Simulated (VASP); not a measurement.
Input:

```
CELL_PARAMETERS angstrom
      1.90663     1.10079     5.22544
     -1.90663     1.10079     5.22544
      0.00000    -2.20158     5.22544
ATOMIC_POSITIONS crystal
  Ca 0.00000 0.00000 0.00000
  Si 0.80257 0.80257 0.80257
  Si 0.19743 0.19743 0.19743
```

Level of theory: PBEsol GGA, VASP's PBE PAW potentials (set 64) (plane waves; VASP). Settings: 400 eV cut-off, 11×11×11 Γ-centred mesh, tetrahedra with Blöchl corrections, potentials Ca_sv Si.

Tabulate the total density of states (states/eV per cell) against energy (eV; zero at the valence-band maximum or, without a gap, the Fermi level).

(E (eV), DOS (states/eV)): (-9.94, 0.66); (-9.43, 0.74); (-8.81, 0.93); (-8.30, 0.26); (-7.68, 0.01); (-7.17, 1.50); (-6.66, 0.62); (-6.04, 0.48); (-5.53, 0.91); (-4.91, 0.41); (-4.40, 0.62); (-3.78, 1.55); (-3.27, 1.42); (-2.76, 1.91); (-2.14, 0.94); (-1.63, 2.60); (-1.01, 1.00); (-0.50, 0.31); (0.12, 1.21); (0.63, 1.36); (1.15, 1.23); (1.76, 2.13); (2.27, 2.52); (2.89, 2.44); (3.40, 3.58)
Within 2 eV below the Fermi level the largest weight inside VASP's projection spheres is Si p, then Ca d.

The structure comes from a computed database's CaSi2 entry (R-3m); how it stands against other phases isn't given here. It was relaxed first.
